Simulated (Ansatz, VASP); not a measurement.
**Cross-check of CsH between VASP and Ansatz**

Wanted: the spread between two codes on one cell, functional and k mesh. The cell is taken from a series of runs on this material, whose earlier steps may have relaxed, scaled, displaced or heated it; both programs get it as it stands.

Main program and level: Ansatz 0.2.0; plane waves, with VASP 6.6.1 beside it; zone-centre phonons at LDA.

### Step 1. Starting point

Symmetry: Pm-3m, No. 221, cubic system. Conventional cell: a = 3.637 Å, b = 3.637 Å, c = 3.637 Å, α = 90.00°, β = 90.00°, γ = 90.00°. Nearest to Cs lie 8 H at 3.15 Å. Nearest to H lie 8 Cs at 3.15 Å. Farther neighbours are not listed.

### Step 2. VASP: zone-centre phonons, LDA

Second derivatives magnify differences that forces hide, and they need a tight electronic threshold.

Lines of VASP's logs that name or quote its potential files are left out, and so is its time.

INCAR

```
SYSTEM = CsH
PREC = Accurate
ENCUT = 500
EDIFF = 1E-08
NELM = 120
ISMEAR = 0
SIGMA = 0.01
LREAL = .FALSE.
ALGO = Normal
GGA = CA
NBANDS = 11
LORBIT = 11
LWAVE = .FALSE.
LCHARG = .FALSE.
ISIF = 2
IBRION = 8
LEPSILON = .TRUE.
LASPH = .TRUE.
GGA_COMPAT = .FALSE.
EFERMI = MIDGAP
```

POSCAR

```
CsH
1.0
    3.6365548690      0.0000000000      0.0000000000
    0.0000000000      3.6365548690      0.0000000000
    0.0000000000      0.0000000000      3.6365548690
Cs H
1 1
Direct
    0.0000000000      0.0000000000      0.0000000000
    0.5000000000      0.5000000000      0.5000000000
```

KPOINTS

```
Automatic mesh
0
Gamma
6 6 6
0 0 0
```

The projector-augmented-wave data sets are Cs_sv and H (LDA family, release 64).

On the command line:

```
> mpirun -np 1 vasp_std
```

Output:

```text
[banner, memory and clock lines left out]
running    1 mpi-ranks, on    1 nodes
 distrk:  each k-point on    1 cores,    1 groups
 distr:  one band on    1 cores,    1 groups

 POSCAR found type information on POSCAR CsH
 POSCAR found :  2 types and       2 ions
 LDA part: xc-table for (Slater(with rela. corr.)+CA(PZ))
 , standard interpolation
 POSCAR, INCAR and KPOINTS ok, starting setup
 FFT: planning ... GRIDC
 FFT: planning ... GRID_SOFT
 FFT: planning ... GRID
 WAVECAR not read
 entering main loop
       N       E                     dE             d eps       ncg     rms          rms(c)
DAV:   1     0.388145057308E+02    0.38815E+02   -0.44740E+03   440   0.757E+02
DAV:   2    -0.316667150726E+01   -0.41981E+02   -0.39306E+02   593   0.117E+02
DAV:   3    -0.565034199418E+01   -0.24837E+01   -0.24793E+01   536   0.302E+01
DAV:   4    -0.566517378425E+01   -0.14832E-01   -0.14830E-01   502   0.267E+00
DAV:   5    -0.566522030865E+01   -0.46524E-04   -0.46524E-04   534   0.162E-01    0.334E+00
DAV:   6    -0.508005107015E+01    0.58517E+00   -0.61439E-01   487   0.319E+00    0.137E+00
DAV:   7    -0.494843514507E+01    0.13162E+00   -0.50946E-01   501   0.277E+00    0.477E-01
DAV:   8    -0.495395700301E+01   -0.55219E-02   -0.46167E-02   473   0.978E-01    0.200E-01
DAV:   9    -0.495110331388E+01    0.28537E-02   -0.60444E-03   476   0.329E-01    0.256E-02
DAV:  10    -0.495115014040E+01   -0.46827E-04   -0.66959E-04   488   0.115E-01    0.192E-02
DAV:  11    -0.495114369934E+01    0.64411E-05   -0.28281E-05   485   0.207E-02    0.561E-03
DAV:  12    -0.495114356568E+01    0.13366E-06   -0.25300E-06   513   0.783E-03    0.246E-03
DAV:  13    -0.495114353899E+01    0.26683E-07   -0.16417E-07   497   0.241E-03    0.622E-04
DAV:  14    -0.495114354030E+01   -0.13055E-08   -0.23010E-08   467   0.725E-04
   1 F= -.49511435E+01 E0= -.49511435E+01  d E =0.000000E+00
 Linear response reoptimize wavefunctions to high precision
DAV:   1    -0.495114354015E+01    0.15382E-09   -0.28520E-09   482   0.251E-04
DAV:   2    -0.495114354014E+01    0.18190E-11   -0.14210E-10   259   0.576E-05
 Linear response G [H, r] |phi>, progress :
  Direction:   1
       N       E                     dE             d eps       ncg     rms
RMM:   1    -0.385699769473E+02   -0.38570E+02    0.22596E+02   897   0.570E+01
RMM:   2    -0.398058683579E+02   -0.12359E+01   -0.17387E+00   736   0.793E+00
RMM:   3    -0.398031815281E+02    0.26868E-02   -0.60603E-02   761   0.102E+00
RMM:   4    -0.398030934235E+02    0.88105E-04   -0.35305E-03   788   0.190E-01
RMM:   5    -0.398030890358E+02    0.43877E-05   -0.13443E-04   771   0.344E-02
RMM:   6    -0.398030891083E+02   -0.72487E-07   -0.61053E-06   708   0.688E-03
RMM:   7    -0.398030891029E+02    0.53729E-08   -0.75372E-07   657   0.161E-03
RMM:   8    -0.398030891023E+02    0.65705E-09   -0.42473E-07   627   0.451E-04
RMM:   9    -0.398030891006E+02    0.16547E-08   -0.38093E-07   564   0.231E-04
RMM:  10    -0.398030891003E+02    0.34127E-09   -0.36248E-07   497   0.177E-04
RMM:  11    -0.398030890999E+02    0.36980E-09   -0.40767E-07   453   0.169E-04
RMM:  12    -0.398030891000E+02   -0.15747E-09   -0.41924E-07   409   0.167E-04
RMM:  13    -0.398030891011E+02   -0.10750E-08   -0.18111E-06   370   0.167E-04
 Linear response G [H, r] |phi>, progress :
  Direction:   2
       N       E                     dE             d eps       ncg     rms
RMM:   1    -0.421436127890E+02   -0.42144E+02    0.17772E+02   899   0.564E+01
RMM:   2    -0.432830433502E+02   -0.11394E+01   -0.17245E+00   727   0.844E+00
RMM:   3    -0.432955262947E+02   -0.12483E-01   -0.30459E-02   764   0.902E-01
RMM:   4    -0.432958719746E+02   -0.34568E-03   -0.12746E-03   796   0.168E-01
RMM:   5    -0.432959066209E+02   -0.34646E-04   -0.40471E-05   777   0.260E-02
RMM:   6    -0.432959074957E+02   -0.87476E-06   -0.15669E-06   745   0.505E-03
RMM:   7    -0.432959075342E+02   -0.38510E-07   -0.34397E-07   655   0.102E-03
RMM:   8    -0.432959075351E+02   -0.96323E-09   -0.29788E-07   636   0.321E-04
RMM:   9    -0.432959075317E+02    0.34783E-08   -0.32194E-07   574   0.188E-04
RMM:  10    -0.432959075328E+02   -0.11904E-08   -0.38570E-07   536   0.165E-04
RMM:  11    -0.432959075327E+02    0.13412E-09   -0.26397E-07   487   0.164E-04
RMM:  12    -0.432959075329E+02   -0.16736E-09   -0.42501E-07   456   0.164E-04
RMM:  13    -0.432959075331E+02   -0.26098E-09   -0.70698E-06   409   0.164E-04
 Linear response G [H, r] |phi>, progress :
  Direction:   3
       N       E                     dE             d eps       ncg     rms
RMM:   1    -0.456452535758E+02   -0.45645E+02    0.79975E+01   868   0.516E+01
RMM:   2    -0.473542886372E+02   -0.17090E+01   -0.11968E+00   720   0.753E+00
RMM:   3    -0.473947009210E+02   -0.40412E-01   -0.16261E-02   738   0.734E-01
RMM:   4    -0.473950894876E+02   -0.38857E-03   -0.11030E-03   776   0.144E-01
RMM:   5    -0.473951217999E+02   -0.32312E-04   -0.35021E-05   742   0.223E-02
RMM:   6    -0.473951225719E+02   -0.77199E-06   -0.13446E-06   662   0.449E-03
RMM:   7    -0.473951226086E+02   -0.36634E-07   -0.21660E-07   553   0.892E-04
RMM:   8    -0.473951226096E+02   -0.10558E-08   -0.16853E-07   519   0.266E-04
RMM:   9    -0.473951226096E+02   -0.12946E-10   -0.18302E-07   475   0.149E-04
[...]
dielectric tensor                  component  3 :    -0.044    -0.881     4.302
 Linear response to external field, progress :
  Direction:   1
       N       E                     dE             d eps       ncg     rms          rms(c)
RMM:   1    -0.474778826987E+00   -0.47478E+00   -0.13339E+00  1843   0.259E+00
RMM:   2    -0.471284946732E+00    0.34939E-02   -0.93777E-03  1424   0.428E-01    0.932E-01
RMM:   3    -0.451104735382E+00    0.20180E-01   -0.20751E-02  1370   0.750E-01    0.503E-01
RMM:   4    -0.468733469927E+00   -0.17629E-01   -0.16311E-02  1389   0.676E-01    0.121E-01
RMM:   5    -0.478613537978E+00   -0.98801E-02   -0.82129E-04  1401   0.160E-01    0.146E-02
RMM:   6    -0.478634246826E+00   -0.20709E-04   -0.13327E-05  1414   0.162E-02    0.743E-03
RMM:   7    -0.479030992547E+00   -0.39675E-03   -0.13837E-06  1430   0.743E-03    0.665E-04
RMM:   8    -0.479051362625E+00   -0.20370E-04   -0.39354E-08  1476   0.854E-04    0.340E-04
RMM:   9    -0.479043223682E+00    0.81389E-05   -0.31673E-09  1502   0.450E-04    0.393E-05
RMM:  10    -0.479042088908E+00    0.11348E-05   -0.30724E-10  1099   0.637E-05    0.113E-05
RMM:  11    -0.479042326149E+00   -0.23724E-06    0.64983E-09   642   0.367E-05    0.164E-06
 change of polarisation eV/A/(eV/A) component  1 :     0.872     0.069    -0.114
 dielectric tensor                  component  1 :     4.283     0.260    -0.427
 Linear response to external field, progress :
  Direction:   2
       N       E                     dE             d eps       ncg     rms          rms(c)
RMM:   1    -0.474768305756E+00   -0.47477E+00   -0.13338E+00  1844   0.259E+00
RMM:   2    -0.471284943750E+00    0.34834E-02   -0.93658E-03  1424   0.428E-01    0.932E-01
RMM:   3    -0.451105467668E+00    0.20179E-01   -0.20759E-02  1370   0.750E-01    0.503E-01
RMM:   4    -0.468735590959E+00   -0.17630E-01   -0.16326E-02  1389   0.676E-01    0.121E-01
RMM:   5    -0.478613610421E+00   -0.98780E-02   -0.82146E-04  1401   0.160E-01    0.146E-02
RMM:   6    -0.478634301527E+00   -0.20691E-04   -0.13349E-05  1418   0.163E-02    0.744E-03
RMM:   7    -0.479030983842E+00   -0.39668E-03   -0.13878E-06  1431   0.744E-03    0.666E-04
RMM:   8    -0.479051312934E+00   -0.20329E-04   -0.44712E-08  1472   0.855E-04    0.341E-04
RMM:   9    -0.479043220038E+00    0.80929E-05   -0.69792E-09  1497   0.452E-04    0.394E-05
RMM:  10    -0.479042096566E+00    0.11235E-05   -0.44229E-10  1087   0.641E-05    0.114E-05
RMM:  11    -0.479042325871E+00   -0.22930E-06   -0.69264E-09   643   0.375E-05    0.164E-06
 change of polarisation eV/A/(eV/A) component  2 :     0.069     0.872    -0.113
 dielectric tensor                  component  2 :     0.258     4.283    -0.426
 Linear response to external field, progress :
  Direction:   3
       N       E                     dE             d eps       ncg     rms          rms(c)
RMM:   1    -0.474771833640E+00   -0.47477E+00   -0.13338E+00  1840   0.259E+00
RMM:   2    -0.471284783566E+00    0.34871E-02   -0.93707E-03  1425   0.428E-01    0.932E-01
RMM:   3    -0.451105136347E+00    0.20180E-01   -0.20758E-02  1369   0.750E-01    0.503E-01
RMM:   4    -0.468734181932E+00   -0.17629E-01   -0.16316E-02  1387   0.676E-01    0.121E-01
RMM:   5    -0.478613396084E+00   -0.98792E-02   -0.82138E-04  1403   0.160E-01    0.146E-02
RMM:   6    -0.478634305779E+00   -0.20910E-04   -0.13341E-05  1415   0.162E-02    0.744E-03
RMM:   7    -0.479030957853E+00   -0.39665E-03   -0.13864E-06  1431   0.743E-03    0.665E-04
RMM:   8    -0.479051341258E+00   -0.20383E-04   -0.43986E-08  1468   0.853E-04    0.340E-04
RMM:   9    -0.479043219077E+00    0.81222E-05   -0.60755E-09  1506   0.450E-04    0.393E-05
RMM:  10    -0.479042088135E+00    0.11309E-05   -0.20745E-10  1067   0.622E-05    0.113E-05
RMM:  11    -0.479042323133E+00   -0.23500E-06   -0.37094E-09   666   0.354E-05    0.162E-06
 change of polarisation eV/A/(eV/A) component  3 :     0.002    -0.047     0.872
 dielectric tensor                  component  3 :     0.008    -0.175     4.283
 Linear response DOF=           2
 Linear response progress:
  Degree of freedom:   1/  2
       N       E                     dE             d eps       ncg     rms          rms(c)
RMM:   1    -0.162257217089E+00   -0.16226E+00    0.10907E-01  1504   0.195E+00
RMM:   2    -0.164211692486E+00   -0.19545E-02   -0.16968E-03  1391   0.279E-01    0.142E-02
RMM:   3    -0.164130368650E+00    0.81324E-04   -0.32814E-05  1465   0.382E-02    0.613E-03
RMM:   4    -0.164041105943E+00    0.89263E-04   -0.51006E-06  1489   0.138E-02    0.183E-03
RMM:   5    -0.164027712894E+00    0.13393E-04   -0.10282E-07  1484   0.214E-03    0.565E-04
RMM:   6    -0.164022716043E+00    0.49969E-05   -0.85136E-09  1533   0.619E-04    0.976E-05
RMM:   7    -0.164022729951E+00   -0.13908E-07   -0.14962E-09  1540   0.846E-05    0.261E-05
RMM:   8    -0.164022768284E+00   -0.38333E-07   -0.14321E-09  1548   0.313E-05    0.489E-06
RMM:   9    -0.164022804607E+00   -0.36323E-07   -0.14003E-09  1541   0.126E-05    0.142E-06
RMM:  10    -0.164022792680E+00    0.11927E-07   -0.13917E-09  1262   0.870E-06    0.262E-07
RMM:  11    -0.164022792422E+00    0.25749E-09   -0.15645E-09   922   0.811E-06    0.115E-07
 first order change of Fermi-energy   0.51024E-03
 force on displaced ion       1 direction 1 :  -0.651   0.000  -0.000
 Born effective charge ion    1 direction 1 :   1.174   0.000   0.000
 Linear response progress:
  Degree of freedom:   2/  2
       N       E                     dE             d eps       ncg     rms          rms(c)
RMM:   1    -0.152475323966E-01   -0.15248E-01   -0.96125E-03  1670   0.336E-01
RMM:   2    -0.149163212029E-01    0.33121E-03   -0.26714E-04  1425   0.574E-02    0.691E-02
RMM:   3    -0.152174385377E-01   -0.30112E-03   -0.52689E-05  1301   0.262E-02    0.397E-02
RMM:   4    -0.158457193055E-01   -0.62828E-03   -0.72529E-05  1311   0.310E-02    0.293E-03
RMM:   5    -0.158750858224E-01   -0.29367E-04   -0.10251E-06  1406   0.546E-03    0.905E-04
RMM:   6    -0.158654266120E-01    0.96592E-05   -0.21469E-08  1423   0.702E-04    0.280E-04
RMM:   7    -0.158685083808E-01   -0.30818E-05   -0.44826E-09  1440   0.407E-04    0.388E-05
RMM:   8    -0.158685044748E-01    0.39060E-08   -0.18741E-10  1495   0.597E-05    0.961E-06
 first order change of Fermi-energy  -0.73265E-03
 force on displaced ion       2 direction 1 :  -0.649   0.000   0.000
 Born effective charge ion    2 direction 1 :  -1.179   0.000   0.000
 Born effective charges drift removed
 Linear response finished
```

From OUTCAR (step 2):

```text
ion  position               nearest neighbor table
   1  0.000  0.000  0.000-
   2  0.500  0.500  0.500-

  LATTYP: Found a simple cubic cell.
 ALAT       =     3.6365548690

 Subroutine GETGRP returns: Found 48 space group operations
 (whereof 48 operations were pure point group operations)

The static configuration has the point symmetry O_h .

 Found     20 irreducible k-points:

   k-points           NKPTS =     20   k-points in BZ     NKDIM =     20   number of bands    NBANDS=     11

   dimension x,y,z NGX =    28 NGY =   28 NGZ =   28
   dimension x,y,z NGXF=    56 NGYF=   56 NGZF=   56

   ENCUT  =  500.0 eV  36.75 Ry    6.06 a.u.   6.63  6.63  6.63*2*pi/ulx,y,z

   NELECT =      10.0000    total number of electrons

 k-points in reciprocal lattice and weights: Automatic mesh
   0.00000000  0.00000000  0.00000000       0.005
   0.16666667  0.00000000  0.00000000       0.028
   0.33333333  0.00000000  0.00000000       0.028
   0.50000000  0.00000000  0.00000000       0.014
   0.16666667  0.16666667  0.00000000       0.056
   0.33333333  0.16666667  0.00000000       0.111
   0.50000000  0.16666667  0.00000000       0.056
   0.33333333  0.33333333  0.00000000       0.056
   0.50000000  0.33333333  0.00000000       0.056
[...]
0.50000000  0.50000000  0.33333333       0.028
   0.50000000  0.50000000  0.50000000       0.005

 average (electrostatic) potential at core
       1 -48.6261       2 -31.7294

  Total        0.0451730      0.0451730      0.0451730      0.0000000      0.0000000      0.0000000
  in kB        1.5049384      1.5049384      1.5049384      0.0000000      0.0000000      0.0000000
  external PRESSURE =       1.5049384 kB  Pullay stress =       0.0000000 kB

  energy-cutoff  :      500.00
  volume of cell :       48.09
      direct lattice vectors                 reciprocal lattice vectors
     3.636554869  0.000000000  0.000000000     0.274985539  0.000000000  0.000000000
     0.000000000  3.636554869  0.000000000     0.000000000  0.274985539  0.000000000
     0.000000000  0.000000000  3.636554869     0.000000000  0.000000000  0.274985539

 POSITION                                       TOTAL-FORCE (eV/Angst)
 -----------------------------------------------------------------------------------
      0.00000      0.00000      0.00000         0.000000      0.000000      0.000000
      1.81828      1.81828      1.81828         0.000000      0.000000      0.000000
 -----------------------------------------------------------------------------------
    total drift:                                0.000000      0.000000     -0.000000

 MACROSCOPIC STATIC DIELECTRIC TENSOR (including local field effects in DFT)
 ------------------------------------------------------
           4.282851     0.000000     0.000000
           0.000000     4.282851     0.000000
          -0.000000    -0.000000     4.282851
 ------------------------------------------------------

 PIEZOELECTRIC TENSOR (including local field effects)  for field in x, y, z        (C/m^2)
          XX          YY          ZZ          XY          YZ          ZX
  --------------------------------------------------------------------------------
  x     0.00000     0.00000     0.00000     0.00000     0.00000     0.00000
  y     0.00000     0.00000     0.00000     0.00000     0.00000     0.00000
  z     0.00000     0.00000     0.00000     0.00000     0.00000     0.00000

 BORN EFFECTIVE CHARGES (including local field effects) (in |e|, cummulative output)
 ---------------------------------------------------------------------------------
 ion    1
    1     1.17683     0.00000     0.00000
    2    -0.00000     1.17683     0.00000
    3     0.00000    -0.00000     1.17683
 ion    2
    1    -1.17683     0.00000    -0.00000
    2     0.00000    -1.17683    -0.00000
    3     0.00000     0.00000    -1.17683

 Eigenvectors and eigenvalues of the dynamical matrix
 ----------------------------------------------------

   1 f  =   12.637024 THz    79.400760 2PiTHz  421.525732 cm-1    52.262506 meV
             X         Y         Z           dx          dy          dz
      0.000000  0.000000  0.000000    -0.000000   -0.086594   -0.000000
      1.818277  1.818277  1.818277     0.000000    0.996244   -0.000000

   2 f  =   12.637024 THz    79.400760 2PiTHz  421.525732 cm-1    52.262506 meV
             X         Y         Z           dx          dy          dz
      0.000000  0.000000  0.000000     0.000000    0.000000   -0.086594
      1.818277  1.818277  1.818277    -0.000000    0.000000    0.996244

   3 f  =   12.637024 THz    79.400760 2PiTHz  421.525732 cm-1    52.262506 meV
             X         Y         Z           dx          dy          dz
      0.000000  0.000000  0.000000    -0.086594    0.000000    0.000000
      1.818277  1.818277  1.818277     0.996244    0.000000    0.000000

   4 f/i=    0.002224 THz     0.013973 2PiTHz    0.074181 cm-1     0.009197 meV
             X         Y         Z           dx          dy          dz
      0.000000  0.000000  0.000000     0.072381    0.991828    0.059499
      1.818277  1.818277  1.818277     0.006291    0.086211    0.005172

   5 f/i=    0.002224 THz     0.013973 2PiTHz    0.074181 cm-1     0.009197 meV
             X         Y         Z           dx          dy          dz
      0.000000  0.000000  0.000000     0.993611   -0.072251   -0.004334
      1.818277  1.818277  1.818277     0.086366   -0.006280   -0.000377

   6 f/i=    0.002224 THz     0.013973 2PiTHz    0.074181 cm-1     0.009197 meV
             X         Y         Z           dx          dy          dz
      0.000000  0.000000  0.000000     0.000000   -0.059656    0.994456
      1.818277  1.818277  1.818277     0.000000   -0.005185    0.086439

 MACROSCOPIC STATIC DIELECTRIC TENSOR IONIC CONTRIBUTION
 ------------------------------------------------------
           8.018977    -0.000000     0.000000
          -0.000000     8.018977     0.000000
           0.000000     0.000000     8.018977
 ------------------------------------------------------

 ELASTIC MODULI CONTR FROM IONIC RELAXATION (kBar)
 Direction    XX          YY          ZZ          XY          YZ          ZX
 --------------------------------------------------------------------------------
 XX           0.0000      0.0000      0.0000      0.0000      0.0000      0.0000
 YY           0.0000      0.0000      0.0000      0.0000      0.0000      0.0000
 ZZ           0.0000      0.0000      0.0000      0.0000      0.0000      0.0000
 XY           0.0000      0.0000      0.0000      0.0000      0.0000      0.0000
 YZ           0.0000      0.0000      0.0000      0.0000      0.0000      0.0000
 ZX           0.0000      0.0000      0.0000      0.0000      0.0000      0.0000
 --------------------------------------------------------------------------------

 PIEZOELECTRIC TENSOR IONIC CONTR  for field in x, y, z        (C/m^2)
          XX          YY          ZZ          XY          YZ          ZX
  --------------------------------------------------------------------------------
  x     0.00000     0.00000     0.00000     0.00000     0.00000     0.00000
  y     0.00000     0.00000     0.00000     0.00000     0.00000     0.00000
  z     0.00000     0.00000     0.00000     0.00000     0.00000     0.00000
```

The dielectric response converges more slowly with the mesh than energies do, so tensor and charges may still move on a finer one.

(Continued in part 2 of 2.)

[Lines on the potential files, build, host, timing and source positions are cut from VASP's logs without a mark.]

[Logs are printed without paths, hosts, clocks, repeated set-up lines and the standing remarks that a program may print on its own settings, such as how far it seeks lower states.]

[Hosts, paths, dates, database ids (printed as entryN), source tags and the programs' standing remarks are cut or masked in the printed files.]
